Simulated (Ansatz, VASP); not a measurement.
## PtSe2 in two plane-wave programs

Wanted: the spread between two codes on one cell, functional and k mesh. The cell is taken from a series of runs on this material, whose earlier steps may have relaxed or scaled it; both programs get it as it stands.

Method: plane waves, with VASP 6.6.1 beside it; single point at PBEsol, in Ansatz 0.2.0.

## 1. The structure

The structure is trigonal, space group P-3m1 (No. 164). Conventional cell: a = 3.731 Å, b = 3.731 Å, c = 5.072 Å, α = 90.00°, β = 90.00°, γ = 120.00°. Pt has 6 Se at 2.50 Å nearest. Nearest to Se lie 3 Pt at 2.50 Å. Farther neighbours and most contacts between anions are not listed.

## 2. VASP: single point, PBEsol

A single point gives forces, pressure and levels at one fixed geometry, so differences don't come from the geometry; what else differs is listed under the comparison.

Lines of VASP's logs that name or quote its potential files are left out, and so is its time.

The input, INCAR:

```
SYSTEM = PtSe2
PREC = Accurate
ENCUT = 400
EDIFF = 1E-06
NELM = 100
ISMEAR = 0
SIGMA = 0.05
LREAL = .FALSE.
ALGO = Normal
GGA = PS
NBANDS = 17
LASPH = .TRUE.
LORBIT = 11
LWAVE = .FALSE.
LCHARG = .FALSE.
KPAR = 2
ISIF = 2
```

The input, POSCAR:

```
PtSe2
1.0
    3.7310000000      0.0000000000      0.0000000000
   -1.8655000000      3.2311407815      0.0000000000
    0.0000000000      0.0000000000      5.0720000000
Pt Se
1 2
Direct
    0.0000000000      0.0000000000      0.0000000000
    0.6666666667      0.3333333333      0.7500000000
    0.3333333333      0.6666666667      0.2500000000
```

The input, KPOINTS:

```
Automatic mesh
0
Gamma
6 6 4
0 0 0
```

PAW data sets: Pt and Se (PBE family, release 64).

Launch:

```console
$ mpirun -np 2 vasp_std
```

Numbers of over 12 decimals in the logs are rounded to 6 here.

The program printed:

```text
[banner, memory and clock lines left out]
running    2 mpi-ranks, on    1 nodes
 distrk:  each k-point on    1 cores,    2 groups
 distr:  one band on    1 cores,    1 groups

 POSCAR found type information on POSCAR PtSe
 POSCAR found :  2 types and       3 ions
|                                                                             |
|               ----> ADVICE to this user running VASP <----                  |
|                                                                             |
|     You enforced a specific xc type in the INCAR file but a different       |
|     [... a line on the potential file left out ...]
|     I HOPE YOU KNOW WHAT YOU ARE DOING!                                     |
|                                                                             |

 LDA part: xc-table for (Slater+PW92), standard interpolation
 POSCAR, INCAR and KPOINTS ok, starting setup
 FFT: planning ... GRIDC
 FFT: planning ... GRID_SOFT
 FFT: planning ... GRID
 WAVECAR not read
 entering main loop
       N       E                     dE             d eps       ncg     rms          rms(c)
DAV:   1     0.915938247780E+02    0.91594E+02   -0.87587E+03   840   0.914E+02
DAV:   2    -0.128310623235E+02   -0.10442E+03   -0.10170E+03  1027   0.198E+02
DAV:   3    -0.167324393027E+02   -0.39014E+01   -0.38804E+01   949   0.390E+01
DAV:   4    -0.167577500250E+02   -0.25311E-01   -0.25304E-01  1043   0.352E+00
DAV:   5    -0.167580104127E+02   -0.26039E-03   -0.26038E-03  1052   0.334E-01    0.132E+01
DAV:   6    -0.161371607996E+02    0.62085E+00   -0.48775E+00   842   0.198E+01    0.784E+00
DAV:   7    -0.159174680753E+02    0.21969E+00   -0.92112E-01   842   0.945E+00    0.387E+00
DAV:   8    -0.158907838572E+02    0.26684E-01   -0.58335E-02   896   0.175E+00    0.855E-01
DAV:   9    -0.158883805491E+02    0.24033E-02   -0.65386E-03   971   0.756E-01    0.219E-01
DAV:  10    -0.158884432341E+02   -0.62685E-04   -0.88113E-04   964   0.216E-01    0.466E-02
DAV:  11    -0.158884273520E+02    0.15882E-04   -0.10924E-04   971   0.100E-01    0.187E-02
DAV:  12    -0.158884267027E+02    0.64929E-06   -0.12282E-05   898   0.267E-02    0.548E-03
DAV:  13    -0.158884268766E+02   -0.17393E-06   -0.64037E-07   688   0.591E-03
   1 F= -.15888427E+02 E0= -.15887109E+02  d E =-.263533E-02
```

Parts of OUTCAR (step 2):

```text
ion  position               nearest neighbor table
   1  0.000  0.000  0.000-   2 2.50   3 2.50   3 2.50   2 2.50   2 2.50   3 2.50
   2  0.667  0.333  0.750-   1 2.50   1 2.50   1 2.50
   3  0.333  0.667  0.250-   1 2.50   1 2.50   1 2.50

  LATTYP: Found a hexagonal cell.
 ALAT       =     3.7310000000
 C/A-ratio  =     1.3594210667

 Subroutine GETGRP returns: Found 12 space group operations
 (whereof 12 operations were pure point group operations)

The static configuration has the point symmetry D_3d.

 Found     24 irreducible k-points:

   k-points           NKPTS =     24   k-points in BZ     NKDIM =     24   number of bands    NBANDS=     17

   dimension x,y,z NGX =    24 NGY =   24 NGZ =   36
   dimension x,y,z NGXF=    48 NGYF=   48 NGZF=   72

   ENCUT  =  400.0 eV  29.40 Ry    5.42 a.u.   6.08  6.08  8.27*2*pi/ulx,y,z

   NELECT =      22.0000    total number of electrons

 k-points in reciprocal lattice and weights: Automatic mesh
   0.00000000  0.00000000  0.00000000       0.007
   0.16666667  0.00000000  0.00000000       0.042
   0.33333333  0.00000000  0.00000000       0.042
   0.50000000  0.00000000  0.00000000       0.021
   0.16666667  0.16666667  0.00000000       0.042
   0.33333333  0.16666667  0.00000000       0.083
   0.33333333  0.33333333  0.00000000       0.014
   0.00000000  0.00000000  0.25000000       0.014
   0.16666667  0.00000000  0.25000000       0.042
[...]
0.33333333  0.16666667  0.50000000       0.083
   0.33333333  0.33333333  0.50000000       0.014

 average (electrostatic) potential at core
       1 -68.6126       2 -52.7605       3 -52.7605

 E-fermi :   6.3123

 k-point     1 :       0.0000    0.0000    0.0000
  band No.  band energies     occupation
    ...
      6       2.3282      2.00000
      7       2.3282      2.00000
      8       3.7578      2.00000
      9       5.2611      2.00000
     10       5.2611      2.00000
     11       6.7283      0.00000
     12       7.7730      0.00000
     13       7.7730      0.00000
     14       9.8248      0.00000
     15      10.3699      0.00000
    ...

 k-point     2 :       0.1667    0.0000    0.0000
  band No.  band energies     occupation
    ...
      7       2.1461      2.00000
      8       3.1833      2.00000
      9       4.5463      2.00000
     10       4.9426      2.00000
     11       5.8394      2.00000
     12       7.6053      0.00000
     13       7.8907      0.00000
     14      11.1644      0.00000
     15      11.7593      0.00000
     16      13.1729      0.00000
    ...

 k-point     3 :       0.3333    0.0000    0.0000
  band No.  band energies     occupation
    ...
      7       2.1006      2.00000
      8       2.7014      2.00000
      9       3.7812      2.00000
     10       3.9515      2.00000
     11       4.3114      2.00000
     12       7.3474      0.00000
     13       8.3817      0.00000
     14      10.8902      0.00000
     15      12.6655      0.00000
     16      13.7047      0.00000
    ...

  Total        0.6931273      0.6931273      0.2617225      0.0000000      0.0000000      0.0000000
  in kB       18.1619795     18.1619795      6.8579014      0.0000000      0.0000000      0.0000000
  external PRESSURE =      14.3939535 kB  Pullay stress =       0.0000000 kB

  energy-cutoff  :      400.00
  volume of cell :       61.14
      direct lattice vectors                 reciprocal lattice vectors
     3.731000000  0.000000000  0.000000000     0.268024658  0.154744109  0.000000000
    -1.865500000  3.231140782  0.000000000     0.000000000  0.309488217  0.000000000
     0.000000000  0.000000000  5.072000000     0.000000000  0.000000000  0.197160883

 POSITION                                       TOTAL-FORCE (eV/Angst)
 -----------------------------------------------------------------------------------
      0.00000      0.00000      0.00000        -0.000000      0.000000      0.000000
      1.86550      1.07705      3.80400        -0.000000      0.000000     -0.263567
     -0.00000      2.15409      1.26800         0.000000     -0.000000      0.263567
 -----------------------------------------------------------------------------------
    total drift:                               -0.000000      0.000000      0.000000

  FREE ENERGIE OF THE ION-ELECTRON SYSTEM (eV)
  ---------------------------------------------------
  free  energy   TOTEN  =       -15.8884268766 eV

  energy  without entropy=      -15.8857915483  energy(sigma->0) =      -15.88710921

 total charge
# of ion       s       p       d       tot
------------------------------------------
    1        0.683   0.716   8.038   9.437
    2        1.486   2.225   0.070   3.781
    3        1.486   2.225   0.070   3.781
--------------------------------------------------
tot          3.655   5.166   8.177  16.999

[... 3 further parts left out ...]
```

The run ends at a pressure of 1.44 GPa, with forces up to 0.26 eV/Å.

## 3. Ansatz: single point, PBEsol

Ansatz runs on its default PAW (the set named soft_2) files.

The same cell, functional, mesh and smearing now go to Ansatz, which takes its cutoff from its data sets.

The input, input.yaml:

```yaml
crystal:
  lattice:
    - [3.731, 0.0, 0.0]
    - [-1.8655, 3.2311407815, 0.0]
    - [0.0, 0.0, 5.072]
  atoms:
    - { symbol: Pt, position: [0.0, 0.0, 0.0] }
    - { symbol: Se, position: [0.6666666667, 0.3333333333, 0.75] }
    - { symbol: Se, position: [0.3333333333, 0.6666666667, 0.25] }
hamiltonian:
  xc: pbesol
  pseudopotentials: { kind: paw }
kpoints:
  mp_grid: { grid: [6, 6, 4] }
scf:
  occupations: { method: gaussian, width: 0.05 }
  n_extra_bands: 4
output:
  forces: true
  stress: true
  eigenvalues: true
  write_density: true
  write_potential: true
  elf: true
  volumetric_format: npy
```

Launch:

```console
$ ansatz run input.yaml --threads 2 --pin off --max-ram 4608MiB --backend cpu --events-out ev --progress --plain --runs-dir out
```

The program printed:

```text
scf.n_extra_bands = 4 over 25 filled bands (N_el = 50.0): the run solves 29 bands
Engine: ansatz 0.2.0, aarch64-unknown-linux-gnu
Pseudopotentials: kind: paw
Pseudopotential: Pt, paw, valence charge 18, recommended cutoff 420 eV (normal), Pt.paw.azcp
Pseudopotential: Se, paw, valence charge 16, recommended cutoff 420 eV (normal), Se.paw.azcp
Functional definition: PBEsol
  exchange = pbesol_x
  correlation = pbesol_c
Crystal: 3 atoms, lattice volume = 61.145 Å³
Basis set: ecut = 420 eV, 1229 PW (Γ), exchange–correlation on 50×50×72 points (8 copies of the dense FFT grid, shifted against one another)
Bands: 29, of which v1, the nominal top of the filled ones, is band 25 counted from 1 (24 counted from 0)
Symmetry: 12 space group operations
Space group: P-3m1 (ITA 164), of the structure as read, at distance tolerance 3.9e-5 Å
k-points: 24 of 144
Non-local potential: Pt, projectors of the file, l = 0: 3, l = 1: 2, l = 2: 2, l = 3: 1
Non-local potential: Se, projectors of the file, l = 0: 2, l = 1: 2, l = 2: 3, l = 3: 1
PAW form: soft (Blöchl's): semilocal exchange-correlation on the pseudo side does not see the compensation charge
PAW frozen core: Pt, regenerated for the run's functional, and the local potential with it (the file was generated under x = pbe(κ = 0.804, μ = 0.219515), c = pbe(β = 0.066725))
PAW frozen core: Se, regenerated for the run's functional, and the local potential with it (the file was generated under x = pbe(κ = 0.804, μ = 0.219515), c = pbe(β = 0.066725))
PAW one-centre angular grid: Pt, 590 points (default); XC on 64 Gauss nodes
PAW one-centre angular grid: Se, 590 points (default); XC on 64 Gauss nodes
Initial density: superposition of atomic densities (neutral atoms: chi_scale 0, normalization atom), corrected by the library's trained network
Initial wavefunctions: pseudopotential atomic-orbital guess
Functional: x = pbesol(κ = 0.804, μ = 0.123457), c = pbesol(β = 0.046)
SCF iter   1: F=—  HF=-23233.453358 eV  |F-HF|=—  |Δ(HF+E_count)|=         —  Δρ=3.27e-3  dr2=5.89e-3  ethr=1.77e-3  ⟨swp⟩=5.9  Hψ=2648  notcnv=0
preconditioner: auto → LDOS  [metal: Δε(μ)=0.032 eV  Ē_g=9.253 eV  σ=0.050 eV  W_gap=0.34  n_scr=22 (ndim 8)  ℏωp=22.3 eV  f_vac=0.035  D(μ)=1.87/eV (n_scr^D=20)  β→1.0]
SCF iter   2: F=—  HF=-23233.454727 eV  |F-HF|=—  |Δ(HF+E_count)|=   1.37e-3  Δρ=1.44e-3  dr2=1.76e-3  ethr=1.18e-5  ⟨swp⟩=2.0  Hψ=1559  notcnv=0  defer=1
SCF iter   3: F=—  HF=-23233.453693 eV  |F-HF|=—  |Δ(HF+E_count)|=   1.03e-3  Δρ=3.25e-4  dr2=6.53e-5  ethr=3.53e-6  ⟨swp⟩=2.0  Hψ=1332  notcnv=0  defer=1
SCF iter   4: F=—  HF=-23233.453677 eV  |F-HF|=—  |Δ(HF+E_count)|=   1.58e-5  Δρ=7.04e-5  dr2=4.26e-6  ethr=1.31e-7  ⟨swp⟩=2.0  Hψ=1205  notcnv=0  defer=1
SCF iter   5: F=—  HF=-23233.453678 eV  |F-HF|=—  |Δ(HF+E_count)|=   6.92e-7  Δρ=2.13e-5  dr2=2.54e-7  ethr=8.52e-9  ⟨swp⟩=2.0  Hψ=958  notcnv=0  defer=1
SCF iter   6: F=-23233.453678 eV  HF=-23233.453678 eV  |F-HF|=2.13e-8  |Δ(HF+E_count)|=   1.44e-7  Δρ=6.40e-6  dr2=3.49e-8  ethr=2.00e-10  ⟨swp⟩=8.9  Hψ=4900  notcnv=0
SCF 1 converged in 6 iterations: F = -23233.453678 eV  dr2 = 3.49e-8
  greatest PAW one-centre occupation: 1.000 electrons in one spin orbital (limit 2), on the Pt atom at site 0 (counted from 0), in its partial waves of l = 0
SCF converged after 6 iterations
Free energy (F): -23233.453678 eV
Harris-Foulkes:  -23233.453678 eV  (|F-HF|=2.13e-8)
Internal energy: -23233.451192 eV  (E = F + TS)
E sigma→0 (E₀):  -23233.452435 eV
Entropy (-TS):   -0.002486 eV (-0.829 meV/atom)
Fermi energy:    13.047535 eV
--- Per-component energies (eV) ---
  E_band       = -971.125693
  E_kinetic    = 875.266458
  E_local      = -6817.519274  (includes V_loc(G=0)·N_el)
  E_nonlocal   = -980.863481
  E_hartree    = 3154.952117
  E_xc         = -467.505471
  E_vxc        = -499.308686  (∫ρ·V_xc dr)
  E_paw        = -13053.584171  (= ΣΔE_a)
  E_vpaw       = 141.390377  (= ΣTr[D̂ρ^β])
  E_aug_tail   = -0.001013  (compensation charges beyond the density's cutoff)
  E_ewald      = -5946.500239
  E_core_change = 2.303882  (= ΣΔE_core)
  E_smearing   = -0.002486  (= −TS)
  E_closure    = -0.000000  (closes the sum)
  Σ components = -23233.453678   (vs F -23233.453678, Δ=0.00e0)
--- Forces (eV/Å), atoms counted from 1 ---
  atom   1  Pt    -0.00000000    -0.00000000     0.00000000
  atom   2  Se     0.00000000    -0.00000000    -0.24167241
  atom   3  Se    -0.00000000     0.00000000     0.24167241
  max |Σ_I F_I| component: 4.63e-18 eV/Å
--- Stress (GPa, compression-positive) ---
        1.732398      -0.000000       0.000000
        0.000000       1.732398       0.000000
        0.000000       0.000000       0.664128
  P = ⅓ Tr σ = 1.3763 GPa (13.763 kbar)
--- Band table (eV; the first three rows and the last of 24) ---
  k-point 0: bands = [... 21 lower, 10.4895, 11.9917, 11.9917, 13.4580, 14.5065, 14.5065, 16.5602, 17.1040]
  k-point 1: bands = [... 21 lower, 10.4180, 11.7595, 11.7595, 12.2623, 14.9213, 14.9213, 17.0383, 18.2920]
  k-point 2: bands = [... 21 lower, 10.0864, 11.3308, 11.5602, 11.5602, 15.3480, 15.3480, 17.7653, 19.2817]
  k-point 23: bands = [... 21 lower, 8.8605, 9.4080, 10.5583, 10.5583, 15.0413, 15.0413, 19.5417, 20.2568]
```

The run ends at a pressure of 1.38 GPa, with forces up to 0.24 eV/Å.

## 4. Differences

Known differences besides the PAW data sets themselves: the data sets hold 50 valence electrons in Ansatz (default PAW (the set named soft_2) files) and 22 in VASP; the cutoff is 420 eV in Ansatz and 400 eV in VASP; Ansatz makes its cores anew for this functional, VASP keeps those of its PBE data sets. Total energies have different zeros and are not compared.

Both answers:

| quantity | Ansatz | VASP | difference |
| --- | --- | --- | --- |
| pressure (GPa) | 1.38 | 1.44 | -0.06 |

Forces (eV/Å; atoms numbered as in POSCAR):

| atom | Ansatz x, y, z | VASP x, y, z |
| --- | --- | --- |
| Pt1 | 0.000, 0.000, 0.000 | 0.000, 0.000, 0.000 |
| Se2 | 0.000, 0.000, -0.242 | 0.000, 0.000, -0.264 |
| Se3 | 0.000, 0.000, 0.242 | 0.000, 0.000, 0.264 |

The forces differ by 10 meV/Å r.m.s., which is 8.3 % of the r.m.s. force of 0.12 eV/Å (both taken over all components). Ansatz's pressure holds a Pulay correction of 0.03 GPa; VASP's holds none.

## 5. Looking for the cause

How far does this hang on the set-up? Further runs change one program's set-up at a time, as the table lists.

| run | r.m.s. force difference (meV/Å) |
| --- | --- |
| as above | 10 |
| VASP with the data sets Pt_sv_GW and Se_GW and a cutoff of 520 eV | 15 |

## 6. Outcome

* r.m.s. force difference (single point, PBEsol): 10 meV/Å

What this shows: The r.m.s. force difference is 10 meV/Å (single point, PBEsol), within the 12 meV/Å picked in this series as the mark of a large difference. For single point, PBEsol: no further run halves the r.m.s. force difference. How closely two codes agree says nothing of how well the functional describes the real material.

[Lines on the potential files, build, host, timing and source positions are cut from VASP's logs without a mark.]

[Logs are printed without paths, hosts, clocks, repeated set-up lines and the standing remarks that a program may print on its own settings, such as how far it seeks lower states.]

[Hosts, paths, dates, database ids (printed as entryN), source tags and the programs' standing remarks are cut or masked in the printed files.]
